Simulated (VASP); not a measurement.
Consider the following.

```xyz
3
Lattice="3.7122 0.0000 0.0000 -1.8561 3.2149 0.0000 0.0000 0.0000 18.7690" Properties=species:S:1:pos:R:3 pbc="T T T"
Se     1.8561     1.0716     8.0608
Se     0.0000     2.1433    10.7082
Pt     0.0000     0.0000     9.3845
```

All values below come from HSE06 screened hybrid (exact exchange on a k-mesh reduced by 3x3x1), VASP's PBE PAW potentials (set 64) (plane waves; VASP). Settings: PREC = Normal, EDIFF = 1E-5, 400 eV cut-off, 12×12×1 Γ-centred mesh, Gaussian smearing of 0.050 eV, potentials Se Pt.

Exact exchange is summed on a reduced mesh (NKRED).

Task: Predict the energy per atom (σ→0), largest force.

Result: 
```yaml
energy per atom (σ→0): -5.774 eV/atom
largest_force: 0.405 eV/Å
```

The cell is a sheet with vacuum, built from PtSe2 (1T layered). The cell's shape comes from a PBE relaxation.
